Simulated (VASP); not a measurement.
Consider the following.

```
CELL_PARAMETERS angstrom
      0.00000     3.42094     3.42094
      3.42094     0.00000     3.42094
      3.42094     3.42094     0.00000
ATOMIC_POSITIONS crystal
  Ag 0.00000 0.00000 0.00000
  I  0.25000 0.25000 0.25000
```

All values below come from vdW-DF2, VASP's PBE PAW potentials (set 64) (plane waves; VASP). Run with 520 eV cut-off, Gaussian smearing of 0.050 eV, potentials Ag I.

Unless said otherwise, spin-orbit coupling is left out, though it shifts the bands of the heavy elements here.

**Question.** Predict the band gap (along the path) with the smallest direct gap where there is one.

**Answer.** 
```
Property                               Result
------------------------------------  -------
band gap (along the path)             1.09 eV
smallest direct gap (along the path)  1.09 eV
```

The absolute energy has meaning only against runs of the same code, potentials and settings.

The compound is AgI in the zinc blende structure, whereas wurtzite is the usual form. It was relaxed first, which changed the volume by +17 %.
